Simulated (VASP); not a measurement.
These are PBE GGA, VASP's PBE PAW potentials (set 64) (plane waves; VASP) values and carry that method's errors.

A VASP calculation is set up with these files.

KPOINTS:
```
kpoints
0
Gamma
16 16 16
```

**POSCAR**
```
Ni
1
    0.0000000000     1.7299914214     1.7299914214
    1.7299914214     0.0000000000     1.7299914214
    1.7299914214     1.7299914214     0.0000000000
Ni
1
Direct
  0.0000000000   0.0000000000   0.0000000000
```

**INCAR**
```
# general
SYSTEM  = Ni
PREC    = Accurate
ENCUT   = 480
LREAL   = .False.
LASPH   = .True.

# electronic loop
EDIFF   = 1E-7
NELM    = 100
ALGO    = Normal
LMAXMIX = 4

# smearing
ISMEAR  = 1
SIGMA   = 0.1

# functional
GGA     = PE

# spin
ISPIN   = 2
MAGMOM  = 0.6

# ions
ISIF    = 2

# output
LWAVE   = .False.
LCHARG  = .False.
LORBIT  = 10
```

POTCAR, in this order: Ni (PBE.64 set). Program: vasp_std.

What VASP printed:

**OUTCAR**
```
 ion  position               nearest neighbor table
   1  0.000  0.000  0.000-
  LATTYP: Found a face centered cubic cell.
 ALAT       =     3.4599828428
 Subroutine PRICEL returns:
 Original cell was already a primitive cell.
 Subroutine GETGRP returns: Found 48 space group operations
The static configuration has the point symmetry O_h .
The dynamic configuration has the point symmetry O_h .
The overall configuration has the point symmetry O_h .
 Subroutine INISYM returns: Found 48 space group operations
 Subroutine IBZKPT returns following result:
 Found    145 irreducible k-points:

 Following reciprocal coordinates:
            Coordinates               Weight
  0.000000  0.000000  0.000000      1.000000
  0.062500  0.000000  0.000000      8.000000
  0.125000  0.000000  0.000000      8.000000
  0.187500  0.000000  0.000000      8.000000
  0.250000  0.000000  0.000000      8.000000
  0.312500  0.000000  0.000000      8.000000
  0.375000  0.000000  0.000000      8.000000
  0.437500  0.000000  0.000000      8.000000
  0.500000  0.000000  0.000000      4.000000
...
```

**OSZICAR**
```
       N       E                     dE             d eps       ncg     rms          rms(c)
DAV:   1     0.216089734782E+02    0.21609E+02   -0.46264E+03  5380   0.137E+03
DAV:   2    -0.610663320756E+01   -0.27716E+02   -0.26683E+02  5311   0.161E+02
DAV:   3    -0.647166784344E+01   -0.36503E+00   -0.36454E+00  6000   0.248E+01
DAV:   4    -0.647496801443E+01   -0.33002E-02   -0.32999E-02  6019   0.207E+00
DAV:   5    -0.647504920384E+01   -0.81189E-04   -0.81191E-04  5968   0.281E-01    0.104E+01
DAV:   6    -0.575077897811E+01    0.72427E+00   -0.15690E+01  5476   0.651E+01    0.554E+00
DAV:   7    -0.547406738568E+01    0.27671E+00   -0.23866E+00  5515   0.241E+01    0.208E+00
DAV:   8    -0.545672819523E+01    0.17339E-01   -0.21585E-02  7348   0.171E+00    0.960E-01
DAV:   9    -0.545457609512E+01    0.21521E-02   -0.14432E-03  7656   0.375E-01    0.254E-01
DAV:  10    -0.545410120401E+01    0.47489E-03   -0.61507E-04  6675   0.208E-01    0.382E-02
DAV:  11    -0.545410694610E+01   -0.57421E-05   -0.15591E-05  6750   0.531E-02    0.291E-02
DAV:  12    -0.545410779338E+01   -0.84728E-06   -0.11904E-06  6445   0.143E-02    0.610E-03
DAV:  13    -0.545410783699E+01   -0.43609E-07   -0.32676E-07  5259   0.706E-03
   1 F= -.54541078E+01 E0= -.54541706E+01  d E =0.188305E-03  mag=     0.5863
```

### OUTCAR
```
------------------------ aborting loop because EDIFF is reached ----------------------------------------
  FORCE on cell =-STRESS in cart. coord.  units (eV):
  Direction    XX          YY          ZZ          XY          YZ          ZX
  --------------------------------------------------------------------------------------
  Total        0.6917842      0.6917842      0.6917842      0.0000000      0.0000000     -0.0000000
  in kB      107.0334150    107.0334150    107.0334150      0.0000000      0.0000000     -0.0000000
  external PRESSURE =     107.0334150 kB  Pullay stress =       0.0000000 kB
  volume of cell :       10.36
      direct lattice vectors                 reciprocal lattice vectors
     0.000000000  1.729991421  1.729991421    -0.289018774  0.289018774  0.289018774
     1.729991421  0.000000000  1.729991421     0.289018774 -0.289018774  0.289018774
     1.729991421  1.729991421  0.000000000     0.289018774  0.289018774 -0.289018774
 POSITION                                       TOTAL-FORCE (eV/Angst)
 -----------------------------------------------------------------------------------
      0.00000      0.00000      0.00000        -0.000000      0.000000     -0.000000
 -----------------------------------------------------------------------------------
    total drift:                                0.000000     -0.000000      0.000000
  FREE ENERGIE OF THE ION-ELECTRON SYSTEM (eV)
  ---------------------------------------------------
  free  energy   TOTEN  =        -5.4541078370 eV

  energy  without entropy=       -5.4542961422  energy(sigma->0) =       -5.45417061

 total charge

# of ion       s       p       d       tot
------------------------------------------
    1        0.518   0.543   8.341   9.403

 magnetization (x)

# of ion       s       p       d       tot
------------------------------------------
    1       -0.007  -0.025   0.625   0.593
```
(Selected blocks of OUTCAR.)

OUTCAR:
```
 val. band max:       10.1049706495   @ k =  -0.3125   0.3750   0.0625

 cond. band min:      10.1078084613   @ k =  -0.3750   0.2500   0.0625


 Fermi energy:        10.1054341148

 spin component 1

 k-point     1 :       0.0000    0.0000    0.0000
  band No.  band energies     occupation
      1       0.7349      1.00000
      2       7.5534      1.00000
      3       7.5534      1.00000
      4       7.5534      1.00000
      5       8.8167      1.00000
      6       8.8167      1.00000
      7      34.2340      0.00000
      8      38.4895      0.00000
      9      38.4895      0.00000

 k-point     2 :       0.0625    0.0000    0.0000
  band No.  band energies     occupation
      1       0.8935      1.00000
      2       7.5105      1.00000
      3       7.5900      1.00000
      4       7.5900      1.00000
      5       8.8008      1.00000
      6       8.8008      1.00000
      7      33.7745      0.00000
      8      36.6305      0.00000
      9      38.1460      0.00000

 k-point     3 :       0.1250    0.0000    0.0000
  band No.  band energies     occupation
      1       1.3600      1.00000
      2       7.3979      1.00000
      3       7.6824      1.00000
      4       7.6824      1.00000
      5       8.7703      1.00000
      6       8.7703      1.00000
      7      31.4962      0.00000
      8      35.3991      0.00000
      9      37.4968      0.00000

 k-point     4 :       0.1875    0.0000    0.0000
  band No.  band energies     occupation
      1       2.1013      1.00000
      2       7.2645      1.00000
      3       7.7748      1.00000
      4       7.7748      1.00000
      5       8.7781      1.00000
      6       8.7781      1.00000
      7      28.2730      0.00000
      8      34.9309      0.00000
      9      36.8825      0.00000

 k-point     5 :       0.2500    0.0000    0.0000
  band No.  band energies     occupation
      1       3.0383      1.00000
...
```

The compound is Ni in the fcc structure. This cell was strained or had an atom moved on purpose.
